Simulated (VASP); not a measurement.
Level of theory: revPBE GGA, VASP's PBE PAW potentials (set 64) (plane waves; VASP).

Input for VASP

KPOINTS:
```
Automatic mesh
0
Gamma
9 9 9
0 0 0
```

**INCAR**
```
! general
SYSTEM =BAs
PREC   =Accurate
ENCUT  =520
LREAL  =F
LASPH  =T

! electronic loop
EDIFF  =1E-7
NELM   =100
ALGO   =Normal
LMAXMIX=4

! smearing
ISMEAR =0
SIGMA  =0.05

! functional
GGA    =RE

! ions
ISIF   =2

! output
LWAVE  =F
LCHARG =F
```

**POSCAR**
```
BAs
1
    0.0000000000     2.4197098865     2.4197098865
    2.4197098865     0.0000000000     2.4197098865
    2.4197098865     2.4197098865     0.0000000000
B As
1 1
Direct
  0.0000000000   0.0000000000   0.0000000000
  0.2500000000   0.2500000000   0.2500000000
```

POTCAR, in this order: B As (PBE.64 set). Program: vasp_std.

Question: Estimate the energy per atom (σ→0).

Answer: 
```yaml
energy per atom (σ→0): -5.433 eV/atom
```

### OSZICAR
```
...
DAV:   7    -0.108681690830E+02    0.43415E-01   -0.18365E-01   800   0.258E+00    0.940E-01
DAV:   8    -0.108649113569E+02    0.32577E-02   -0.19372E-02   592   0.104E+00    0.109E-01
DAV:   9    -0.108654398848E+02   -0.52853E-03   -0.77996E-04   744   0.216E-01    0.592E-02
DAV:  10    -0.108657473931E+02   -0.30751E-03   -0.52418E-04   696   0.173E-01    0.178E-02
DAV:  11    -0.108657573979E+02   -0.10005E-04   -0.32600E-05   856   0.419E-02    0.122E-02
DAV:  12    -0.108657579377E+02   -0.53978E-06   -0.40210E-06   576   0.169E-02    0.279E-03
DAV:  13    -0.108657579683E+02   -0.30603E-07   -0.67694E-08   760   0.213E-03
   1 F= -.10865758E+02 E0= -.10865758E+02  d E =-.176430E-10
```

The compound is BAs in the zinc blende structure. It was relaxed first.
